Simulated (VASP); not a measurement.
# LiBiS3 (Pm-3m) in VASP: a series of runs

The runs below take LiBiS3 through relaxation of cell and atoms, with PBE.

All numbers are computed with VASP 6.6.1; they aren't measurements. Logs are shortened: lines on timing, memory, paths and dates and some standing lists are left out, and cuts for length are marked.

## 1. Starting point

The structure is cubic, space group Pm-3m (No. 221). The conventional cell has a = 4.561 Å, b = 4.561 Å, c = 4.561 Å, α = 90.00°, β = 90.00°, γ = 90.00°. Li (site symmetry m-3m) is surrounded by 6 S at 2.28 Å. Around Bi (site symmetry m-3m) lie 12 S at 3.23 Å. S (site symmetry 4/mmm) is surrounded by 2 Li at 2.28 Å.

The cell was built by a generator and needn't be a form met in nature.

## 2. Relaxation of cell and atoms, PBE

INCAR

```
SYSTEM = LiBiS3
  PREC = Accurate
  ENCUT = 900
  EDIFF = 1E-6
  ISMEAR = -1
  SIGMA = 0.05
  LREAL = .False.
  LASPH = .True.
  NELM = 60
  ALGO = Normal
  ISIF = 3
  LWAVE = .False.
  LCHARG = .False.
  GGA = PE
  IBRION = 2
  NSW = 40
  EDIFFG = -0.01
```

KPOINTS

```
regular mesh
0
Gamma
  5 5 5
  0 0 0
```

POSCAR

```
LiBiS3
1.0
    4.5614400000      0.0000000000      0.0000000000
    0.0000000000      4.5614400000      0.0000000000
    0.0000000000      0.0000000000      4.5614400000
Li Bi S
1 1 3
Direct
    0.5000000000      0.5000000000      0.5000000000
    0.0000000000      0.0000000000      0.0000000000
    0.5000000000      0.5000000000      0.0000000000
    0.0000000000      0.5000000000      0.5000000000
    0.5000000000      0.0000000000      0.5000000000
```

Potentials or basis: VASP PAW PBE potentials, release 64 (Li_sv, Bi_d, S).

The run is started by

```bash
> cat potpaw_PBE.64/Li_sv/POTCAR potpaw_PBE.64/Bi_d/POTCAR potpaw_PBE.64/S/POTCAR > POTCAR
> mpirun -np 1 vasp_std > vasp.out
```

OUTCAR:

```text
SYSTEM = LiBiS3
   PREC = Accurate
   ENCUT = 900
   EDIFF = 1E-6
   ISMEAR = -1
   LREAL = .False.
   LASPH = .True.
   NELM = 60
   ISIF = 3
   GGA = PE
   IBRION = 2
   NSW = 40
   EDIFFG = -0.01

 ion  position               nearest neighbor table
   1  0.500  0.500  0.500-   3 2.28   4 2.28   5 2.28   3 2.28   5 2.28   4 2.28
   2  0.000  0.000  0.000-   3 3.23   4 3.23   5 3.23   4 3.23   5 3.23   3 3.23   4 3.23   4 3.23
                             3 3.23   5 3.23   5 3.23   3 3.23
   3  0.500  0.500  0.000-   1 2.28   1 2.28   2 3.23   2 3.23   2 3.23   2 3.23
   4  0.000  0.500  0.500-   1 2.28   1 2.28   2 3.23   2 3.23   2 3.23   2 3.23
   5  0.500  0.000  0.500-   1 2.28   1 2.28   2 3.23   2 3.23   2 3.23   2 3.23

  LATTYP: Found a simple cubic cell.
 ALAT       =     4.5614400000

  Lattice vectors:

 A1 = (   4.5614400000,   0.0000000000,   0.0000000000)
 A2 = (   0.0000000000,   4.5614400000,   0.0000000000)
 A3 = (   0.0000000000,   0.0000000000,   4.5614400000)

Analysis of symmetry for initial positions (statically):
=====================================================================
 Subroutine PRICEL returns:
 Original cell was already a primitive cell.

 Routine SETGRP: Setting up the symmetry group for a
 simple cubic supercell.

 Subroutine GETGRP returns: Found 48 space group operations
 (whereof 48 operations were pure point group operations)
 out of a pool of 48 trial point group operations.

The static configuration has the point symmetry O_h .

Analysis of symmetry for dynamics (positions and initial velocities):
=====================================================================
 Subroutine PRICEL returns:
 Original cell was already a primitive cell.

 Routine SETGRP: Setting up the symmetry group for a
 simple cubic supercell.

 Subroutine GETGRP returns: Found 48 space group operations
 (whereof 48 operations were pure point group operations)
 out of a pool of 48 trial point group operations.

The dynamic configuration has the point symmetry O_h .

 Subroutine INISYM returns: Found 48 space group operations
 (whereof 48 operations are pure point group operations),
 and found     1 'primitive' translations

----------------------------------------------------------------------------------------

                                     Primitive cell

  volume of cell :      94.9087

  direct lattice vectors                    reciprocal lattice vectors
     4.561440000  0.000000000  0.000000000     0.219229015  0.000000000  0.000000000
     0.000000000  4.561440000  0.000000000     0.000000000  0.219229015  0.000000000
     0.000000000  0.000000000  4.561440000     0.000000000  0.000000000  0.219229015

  length of vectors
     4.561440000  4.561440000  4.561440000     0.219229015  0.219229015  0.219229015

  position of ions in fractional coordinates (direct lattice)
     0.500000000  0.500000000  0.500000000
     0.000000000  0.000000000  0.000000000
     0.500000000  0.500000000  0.000000000
     0.000000000  0.500000000  0.500000000
     0.500000000  0.000000000  0.500000000

  ion indices of the primitive-cell ions
   primitive index   ion index
                 1           1
                 2           2
                 3           3
                 4           4
                 5           5

----------------------------------------------------------------------------------------

 KPOINTS: regular mesh

Automatic generation of k-mesh.
 Grid dimensions read from file:
 generate k-points for:    5    5    5

 Generating k-lattice:

  Cartesian coordinates                     Fractional coordinates (reciprocal lattice)
     0.043845803  0.000000000  0.000000000     0.200000000  0.000000000  0.000000000
     0.000000000  0.043845803  0.000000000     0.000000000  0.200000000  0.000000000
     0.000000000  0.000000000  0.043845803     0.000000000  0.000000000  0.200000000

  Length of vectors
     0.043845803  0.043845803  0.043845803

  Shift w.r.t. Gamma in fractional coordinates (k-lattice)
     0.000000000  0.000000000  0.000000000

 Subroutine IBZKPT returns following result:
 ===========================================

 Found     10 irreducible k-points:

 Following reciprocal coordinates:
            Coordinates               Weight
  0.000000  0.000000  0.000000      1.000000
  0.200000  0.000000  0.000000      6.000000
  0.400000  0.000000  0.000000      6.000000
  0.200000  0.200000  0.000000     12.000000
  0.400000  0.200000  0.000000     24.000000
  0.400000  0.400000  0.000000     12.000000
  0.200000  0.200000  0.200000      8.000000
  0.400000  0.200000  0.200000     24.000000
  0.400000  0.400000  0.200000     24.000000
  0.400000  0.400000  0.400000      8.000000
   k-points           NKPTS =     10   k-points in BZ     NKDIM =     10   number of bands    NBANDS=     22
   number of dos      NEDOS =    301   number of ions     NIONS =      5
   total plane-waves  NPLWV = 110592
   dimension x,y,z NGX =    48 NGY =   48 NGZ =   48
   dimension x,y,z NGXF=    96 NGYF=   96 NGZF=   96
   ions per type =               1   1   3
   NGX,Y,Z   is equivalent  to a cutoff of  17.49, 17.49, 17.49 a.u.
   NGXF,Y,Z  is equivalent  to a cutoff of  34.99, 34.99, 34.99 a.u.
 SYSTEM =  LiBiS3
   PREC   = accura    normal or accurate (medium, high low for compatibility)
   ISTART =      0    job   : 0-new  1-cont  2-samecut
   ICHARG =      2    charge: 1-file 2-atom 10-const
   ISPIN  =      1    spin polarized calculation?
   LNONCOLLINEAR =      F non collinear calculations
   LSORBIT =      F    spin-orbit coupling
   LASPH  =      T    aspherical Exc in radial PAW
   ENCUT  =  900.0 eV  66.15 Ry    8.13 a.u.  11.16 11.16 11.16*2*pi/ulx,y,z
   NELM   =     60;   NELMIN=  2; NELMDL= -5     # of ELM steps
   EDIFF  = 0.1E-05   stopping-criterion for ELM
   LREAL  =      F    real-space projection
   EDIFFG = -.1E-01   stopping-criterion for IOM
   NSW    =     40    number of steps for IOM
   IBRION =      2    ionic relax: 0-MD 1-quasi-New 2-CG
   NFREE  =      1    steps in history (QN), initial steepest desc. (CG)
   ISIF   =      3    stress and relaxation
   ISYM   =      2    0-nonsym 1-usesym 2-fastsym
   POTIM  = 0.5000    time-step for ionic-motion
   TEBEG  =    0.0;   TEEND  =   0.0 temperature during run
   PSTRESS=    0.0 pullay stress
   NELECT =      36.0000    total number of electrons
   NUPDOWN=      -1.0000    fix difference up-down
   EMIN   =  10.00;   EMAX   =-10.00  energy-range for DOS
   EFERMI =   0.00;   METHOD = LEGACY
   ISMEAR =    -1;   SIGMA  =   0.05  broadening in eV -4-tet -1-fermi 0-gaus
   EFERMI_NEDOS =   21; number of points for ismear=-14 and -15
   IALGO  =     38    algorithm
   IMIX   =      4    mixing-type and parameters
     AMIX     =   0.40;   BMIX     =  1.00
     AMIX_MAG =   1.60;   BMIX_MAG =  1.00
  volume/ion in A,a.u.               =      18.98       128.10
  Fermi-wavevector in a.u.,A,eV,Ry     =   1.185060  2.239439 19.107578  1.404367
  Thomas-Fermi vector in A             =   2.321262
   LORBIT       =      0    0 simple, 1 ext, 2 COOP (PROOUT), +10 PAW based schemes
   GGA     = PE    functional components
   LHFCALC =     F    Hartree Fock is set to
   AEXX    =    0.0000 exact exchange contribution
   IVDW    =     0    specifies the selected vdW correction
   LEPSILON=     F    determine dielectric tensor
   LRPA    =     F    only Hartree local field effects (RPA)
 conjugate gradient relaxation of ions
 non-spin polarized calculation
  energy-cutoff  :      900.00
  volume of cell :       94.91
 maximum number of plane-waves:      5836
 NGX is ok and might be reduce to    48
   NGX = 23   NGY = 23   NGZ = 23

 number of electron      35.9999997 magnetization

 Free energy of the ion-electron system (eV)
  ---------------------------------------------------
  ext. energy  EPLUGINS =         0.00000000
  ---------------------------------------------------
  free energy    TOTEN  =       -17.54757302 eV

  energy without entropy =      -17.51953544  energy(sigma->0) =      -17.53355423

 E-fermi :   5.6206     XC(G=0): -10.2073

 val. band max:        5.5878884086   @ k =   0.4000   0.4000   0.4000
 cond. band min:       5.7269382978   @ k =   0.4000   0.2000   0.2000
 fundamental gap:      0.1390498892
 Fermi energy:         5.6206452821

 k-point     1 :       0.0000    0.0000    0.0000
  band No.  band energies     occupation
      1     -38.2349      2.00000
      2     -17.8402      2.00000
      3     -17.8402      2.00000
      4     -17.8277      2.00000
      5     -17.8277      2.00000
      6     -17.8277      2.00000
[... 14 lines left out ...]
     21       9.2875      0.00000
     22       9.2875      0.00000

 k-point     2 :       0.2000    0.0000    0.0000
  band No.  band energies     occupation
      1     -38.2348      2.00000
      2     -17.8399      2.00000
      3     -17.8375      2.00000
      4     -17.8286      2.00000
      5     -17.8286      2.00000
      6     -17.8276      2.00000
[... 14 lines left out ...]
     21       8.7297      0.00000
     22       8.7297      0.00000

 k-point     3 :       0.4000    0.0000    0.0000
  band No.  band energies     occupation
      1     -38.2347      2.00000
      2     -17.8394      2.00000
      3     -17.8332      2.00000
      4     -17.8301      2.00000
      5     -17.8301      2.00000
      6     -17.8275      2.00000
[... 14 lines left out ...]
     21       7.9439      0.00000
     22       7.9439      0.00000

 k-point     4 :       0.2000    0.2000    0.0000
  band No.  band energies     occupation
      1     -38.2348      2.00000
      2     -17.8384      2.00000
      3     -17.8360      2.00000
      4     -17.8297      2.00000
      5     -17.8285      2.00000
      6     -17.8285      2.00000
[... 14 lines left out ...]
     21       8.1325      0.00000
     22       8.9516      0.00000

 k-point     5 :       0.4000    0.2000    0.0000
  band No.  band energies     occupation
      1     -38.2347      2.00000
      2     -17.8376      2.00000
      3     -17.8321      2.00000
      4     -17.8314      2.00000
      5     -17.8300      2.00000
      6     -17.8284      2.00000
[... 14 lines left out ...]
     21       7.2261      0.00000
     22       8.3020      0.00000

 k-point     6 :       0.4000    0.4000    0.0000
  band No.  band energies     occupation
      1     -38.2345      2.00000
      2     -17.8358      2.00000
      3     -17.8337      2.00000
      4     -17.8299      2.00000
      5     -17.8299      2.00000
      6     -17.8292      2.00000
[... 14 lines left out ...]
     21       7.9008      0.00000
     22       8.5797      0.00000

 k-point     7 :       0.2000    0.2000    0.2000
  band No.  band energies     occupation
      1     -38.2347      2.00000
      2     -17.8358      2.00000
      3     -17.8358      2.00000
      4     -17.8296      2.00000
      5     -17.8296      2.00000
      6     -17.8296      2.00000
[... 14 lines left out ...]
     21       8.8101      0.00000
     22       8.8101      0.00000

 k-point     8 :       0.4000    0.2000    0.2000
  band No.  band energies     occupation
      1     -38.2346      2.00000
      2     -17.8354      2.00000
      3     -17.8315      2.00000
      4     -17.8313      2.00000
      5     -17.8313      2.00000
      6     -17.8295      2.00000
[... 14 lines left out ...]
     21       8.0864      0.00000
     22       8.4489      0.00000

 k-point     9 :       0.4000    0.4000    0.2000
  band No.  band energies     occupation
      1     -38.2345      2.00000
      2     -17.8336      2.00000
      3     -17.8332      2.00000
      4     -17.8312      2.00000
      5     -17.8312      2.00000
      6     -17.8291      2.00000
[... 14 lines left out ...]
     21       8.3906      0.00000
     22       8.7561      0.00000

 k-point    10 :       0.4000    0.4000    0.4000
  band No.  band energies     occupation
      1     -38.2344      2.00000
      2     -17.8335      2.00000
      3     -17.8334      2.00000
      4     -17.8334      2.00000
      5     -17.8289      2.00000
      6     -17.8289      2.00000
[... 14 lines left out ...]
     21       9.2289      0.00000
     22       9.2289      0.00000

------------------------ aborting loop because EDIFF is reached ----------------------------------------

  FORCE on cell =-STRESS in cart. coord.  units (eV):
  Direction    XX          YY          ZZ          XY          YZ          ZX
  --------------------------------------------------------------------------------------
  -------------------------------------------------------------------------------------
  Total       -0.0433835     -0.0433835     -0.0433835      0.0000000      0.0000000      0.0000000
  in kB       -0.7323681     -0.7323681     -0.7323681      0.0000000      0.0000000      0.0000000
  external PRESSURE =      -0.7323681 kB  Pullay stress =       0.0000000 kB

 VOLUME and BASIS-vectors are now :
 -----------------------------------------------------------------------------
  energy-cutoff  :      900.00
  volume of cell :       94.91
      direct lattice vectors                 reciprocal lattice vectors
     4.561440000  0.000000000  0.000000000     0.219229015  0.000000000  0.000000000
     0.000000000  4.561440000  0.000000000     0.000000000  0.219229015  0.000000000
     0.000000000  0.000000000  4.561440000     0.000000000  0.000000000  0.219229015

 POSITION                                       TOTAL-FORCE (eV/Angst)
 -----------------------------------------------------------------------------------
      2.28072      2.28072      2.28072         0.000000      0.000000      0.000000
      0.00000      0.00000      0.00000         0.000000      0.000000      0.000000
      2.28072      2.28072      0.00000         0.000000      0.000000      0.000000
      0.00000      2.28072      2.28072         0.000000      0.000000      0.000000
      2.28072      0.00000      2.28072         0.000000      0.000000      0.000000
 -----------------------------------------------------------------------------------
    total drift:                                0.000000     -0.000000     -0.000000

  FREE ENERGIE OF THE ION-ELECTRON SYSTEM (eV)
  ---------------------------------------------------
  free  energy   TOTEN  =       -17.5475730209 eV

  energy  without entropy=      -17.5195354447  energy(sigma->0) =      -17.53355423

 reached required accuracy - stopping structural energy minimisation
```

Run time: 36 s. Hardware: 1 thread of AMD EPYC 9R45 (Zen 5), shared host; peak memory 0.29 GiB.

What came out:

| Property | Result |
| --- | --- |
| Free energy | -17.5476 eV |
| Pressure after relaxing | -0.1 GPa |
| Band gap on the k mesh | none (metal or under the smearing width) |

Final structure:
```
Li Bi S
1.0
     4.56144    0.00000    0.00000
     0.00000    4.56144    0.00000
     0.00000    0.00000    4.56144
Li Bi S
1 1 3
Direct
  0.50000 0.50000 0.50000
  0.00000 0.00000 0.00000
  0.50000 0.50000 0.00000
  0.00000 0.50000 0.50000
  0.50000 0.00000 0.50000
```

Levels at points of the mesh, in eV from the Fermi level:
| k point | band 16 | band 17 | band 18 | band 19 | band 20 | band 21 | band 22 |
| --- | --- | --- | --- | --- | --- | --- | --- |
| (0.00, 0.00, 0.00) | -0.92 | -0.43 | -0.43 | -0.43 | 3.67 | 3.67 | 3.67 |

Caveat: the relaxation stopped at its first step, so nothing moved; spin-orbit coupling is left out, which moves the levels of the heavy elements.

## 3. Relaxation of cell and atoms, PBE

INCAR is that of step 2.

KPOINTS is that of step 2.

POSCAR is that of step 2.

Potentials or basis: VASP PAW PBE potentials, release 64 (Li_sv_GW, Bi_d_GW, S_GW).

The run is started by

```bash
> cat potpaw_PBE.64/Li_sv_GW/POTCAR potpaw_PBE.64/Bi_d_GW/POTCAR potpaw_PBE.64/S_GW/POTCAR > POTCAR
> mpirun -np 1 vasp_std > vasp.out
```

Run time: 49 s. Hardware: 1 thread of AMD EPYC 9R45 (Zen 5), shared host; peak memory 0.34 GiB.

Results (log left out):

```
Free energy             : -19.3184 eV
Pressure after relaxing : -0.1 GPa
Band gap on the k mesh  : none (metal or under the smearing width)
```

Final structure:
```xyz
5
Lattice="4.5614 0.0000 0.0000 0.0000 4.5614 0.0000 0.0000 0.0000 4.5614" Properties=species:S:1:pos:R:3 pbc="T T T"
Li    2.2807    2.2807    2.2807
Bi    0.0000    0.0000    0.0000
S     2.2807    2.2807    0.0000
S     0.0000    2.2807    2.2807
S     2.2807    0.0000    2.2807
```

Levels at points of the mesh, in eV from the Fermi level:
```tsv
k point	band 18	band 19	band 20	band 21	band 22	band 23
(0.00, 0.00, 0.00)	-0.43	-0.43	-0.43	3.66	3.66	3.66
```

Caveat: the relaxation stopped at its first step, so nothing moved; spin-orbit coupling is left out, which moves the levels of the heavy elements.
